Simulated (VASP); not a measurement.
Cost and result of VASP (PAW) for the bulk modulus of ZrO2 (fluorite). Static lattice, third-order Birch-Murnaghan fit over five volumes. The cost counts the five points of the equation of state, each on the mesh and cut-off of its row, so the ratios hold those differences too. With PBE it took about 50 core-seconds. Times come from single runs on busy shared machines, so they are rough: good to a factor of about 2.

```csv
level,k-mesh,cut-off (eV),bulk modulus (GPa),cost over PBE
LDA,8×8×8,520,269,within a factor of 2
PBEsol,8×8×8,520,254,within a factor of 2
PBE,8×8×8,520,235,reference
r2SCAN,8×8×8,520,…,about 5 times
SCAN,8×8×8,520,…,about 5 times
```

Task: Fill in the missing entries.

Result: 
- r2SCAN, bulk modulus (GPa): 256
- SCAN, bulk modulus (GPa): 258

Left out are levels that failed, ran on another kind of processor or have no fit band path; at most nine are shown.

The compound is ZrO2 in the fluorite structure, the high-temperature cubic form, which is unstable at 0 K; the monoclinic form is the stable one.
